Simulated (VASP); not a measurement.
Calculation: revTPSS meta-GGA, VASP's PBE PAW potentials (set 64) (plane waves; VASP).

Input for VASP

### POSCAR
```
PbS
1
    0.0000000000     2.9226873539     2.9226873539
    2.9226873539     0.0000000000     2.9226873539
    2.9226873539     2.9226873539     0.0000000000
Pb S
1 1
Direct
  0.0000000000   0.0000000000   0.0000000000
  0.5000000000   0.5000000000   0.5000000000
```

INCAR:
```
SYSTEM = PbS
PREC = Accurate; ENCUT = 520; LREAL = .FALSE.
LASPH = .TRUE.
EDIFF = 1E-7; NELM = 100; ALGO = Normal
LMAXMIX = 4; LMIXTAU = .TRUE.
ISMEAR = 0; SIGMA = 0.05
METAGGA = RTPSS
ISIF = 2
LWAVE = .FALSE.; LCHARG = .FALSE.
```

**KPOINTS**
```
K-points
0
gamma
 8 8 8
```

POTCAR, in this order: Pb_d S (PBE.64 set). Program: vasp_std.

The resulting files:

**OUTCAR**
```
 ion  position               nearest neighbor table
   1  0.000  0.000  0.000-   2 2.92   2 2.92   2 2.92   2 2.92   2 2.92   2 2.92
   2  0.500  0.500  0.500-   1 2.92   1 2.92   1 2.92   1 2.92   1 2.92   1 2.92
  LATTYP: Found a face centered cubic cell.
 ALAT       =     5.8453747078
 Subroutine PRICEL returns:
 Original cell was already a primitive cell.
 Subroutine GETGRP returns: Found 48 space group operations
The static configuration has the point symmetry O_h .
The dynamic configuration has the point symmetry O_h .
 Subroutine INISYM returns: Found 48 space group operations
 Subroutine IBZKPT returns following result:
 Found     29 irreducible k-points:

 Following reciprocal coordinates:
            Coordinates               Weight
  0.000000  0.000000  0.000000      1.000000
  0.125000  0.000000  0.000000      8.000000
  0.250000  0.000000  0.000000      8.000000
  0.375000  0.000000  0.000000      8.000000
  0.500000  0.000000  0.000000      4.000000
  0.125000  0.125000  0.000000      6.000000
  0.250000  0.125000  0.000000     24.000000
  0.375000  0.125000  0.000000     24.000000
  0.500000  0.125000  0.000000     24.000000
...
```

### OSZICAR
```
       N       E                     dE             d eps       ncg     rms          rms(c)
DAV:   1     0.195590868165E+03    0.19559E+03   -0.99750E+03   818   0.153E+03
DAV:   2     0.420580138611E+02   -0.15353E+03   -0.14951E+03   842   0.369E+02
DAV:   3     0.306155066264E+02   -0.11443E+02   -0.11238E+02  1082   0.103E+02
DAV:   4     0.303708761296E+02   -0.24463E+00   -0.24448E+00   886   0.166E+01
DAV:   5     0.303623254524E+02   -0.85507E-02   -0.85505E-02  1184   0.321E+00    0.679E+00
DAV:   6     0.340334421799E+02    0.36711E+01   -0.81095E+00   812   0.385E+01    0.227E+00
DAV:   7     0.338958474751E+02   -0.13759E+00   -0.35478E-01  1046   0.886E+00    0.170E+00
DAV:   8     0.339642142880E+02    0.68367E-01   -0.61711E-01  1048   0.470E+00    0.108E+00
DAV:   9     0.340182623384E+02    0.54048E-01   -0.60039E+00   812   0.107E+02    0.894E-01
DAV:  10     0.339214648188E+02   -0.96798E-01   -0.55084E-01   812   0.102E+01    0.751E-01
DAV:  11     0.339078687140E+02   -0.13596E-01   -0.15514E-02   938   0.222E+00    0.160E-01
DAV:  12     0.339080185138E+02    0.14980E-03   -0.39995E-03   938   0.986E-01    0.131E-01
DAV:  13     0.339073510535E+02   -0.66746E-03   -0.44804E-04   824   0.381E-01    0.678E-02
DAV:  14     0.339775127509E+02    0.70162E-01   -0.24491E+03   812   0.412E+04    0.698E-02
DAV:  15     0.339071203946E+02   -0.70392E-01   -0.69407E-01   812   0.112E+01    0.308E-02
DAV:  16     0.339070937620E+02   -0.26633E-04   -0.47024E-04   968   0.295E-01    0.772E-03
DAV:  17     0.339070835389E+02   -0.10223E-04   -0.10143E-05   890   0.342E-02    0.507E-03
DAV:  18     0.339070751329E+02   -0.84060E-05   -0.29854E-06   986   0.306E-02    0.534E-03
DAV:  19     0.339070675056E+02   -0.76272E-05   -0.88640E-06   824   0.466E-02    0.338E-03
DAV:  20     0.339070723251E+02    0.48195E-05   -0.52150E-07   836   0.112E-02    0.306E-03
DAV:  21     0.339070717103E+02   -0.61487E-06   -0.12242E-07   652   0.375E-03    0.251E-03
DAV:  22     0.339070716470E+02   -0.63227E-07   -0.27438E-08   502   0.174E-03
   1 F= 0.33907072E+02 E0= 0.33907114E+02  d E =-.854938E-04
```

OUTCAR:
```
------------------------ aborting loop because EDIFF is reached ----------------------------------------
  FORCE on cell =-STRESS in cart. coord.  units (eV):
  Direction    XX          YY          ZZ          XY          YZ          ZX
  --------------------------------------------------------------------------------------
  Total        1.2510437      1.2510437      1.2510437     -0.0000000     -0.0000000      0.0000000
  in kB       40.1426459     40.1426459     40.1426459     -0.0000000     -0.0000000      0.0000000
  external PRESSURE =      40.1426459 kB  Pullay stress =       0.0000000 kB
  volume of cell :       49.93
      direct lattice vectors                 reciprocal lattice vectors
     0.000000000  2.922687354  2.922687354    -0.171075431  0.171075431  0.171075431
     2.922687354  0.000000000  2.922687354     0.171075431 -0.171075431  0.171075431
     2.922687354  2.922687354  0.000000000     0.171075431  0.171075431 -0.171075431
  FREE ENERGIE OF THE ION-ELECTRON SYSTEM (eV)
  ---------------------------------------------------
  free  energy   TOTEN  =        33.9070716470 eV

  energy  without entropy=       33.9071571409  energy(sigma->0) =       33.90711439
```
(Selected blocks of OUTCAR.)

The compound is PbS in the rock salt structure. This cell is one point of a volume scan, at 0.94 of the reference volume.
